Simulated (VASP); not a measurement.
Input:

```
CELL_PARAMETERS angstrom
      2.86885     0.00000     0.00000
      0.00000     2.86885     0.00000
      0.00000     0.00000     2.86885
ATOMIC_POSITIONS crystal
  Al 0.50000 0.50000 0.50000
  Fe 0.00000 0.00000 0.00000
```

Level of theory: PBE GGA, VASP's PBE PAW potentials (set 64) (plane waves; VASP). Run with 520 eV cut-off, 13×13×13 Γ-centred mesh, first-order Methfessel-Paxton smearing of 0.10 eV, potentials Al Fe.

Q: Give the energy at these volumes per atom, relative to the lowest: 11.09, 11.45, 11.80, 12.16, 12.51 Å³.

A: 26.9, 6.4, 0.0, 5.6, 21.4 meV/atom. A third-order Birch-Murnaghan fit gives B0 = 180 GPa and B0′ = 4.3.

Measured: bulk modulus 152 GPa (computed value off by +18.7 %), as given by Yamada et al., (2019), arXiv:1910.09660; a 2.910 Å (computed value off by -1.4 %), as given by Yibo Liu et al., IUCrData (2023), doi:10.1107/s2414314623010659. The calculation is for a static lattice, while the measured bulk modulus, a hold thermal and zero-point effects, which are part of the difference.

The compound is FeAl in the CsCl type structure. It was relaxed first. The run is not spin-polarised, so no magnetic state was tried.
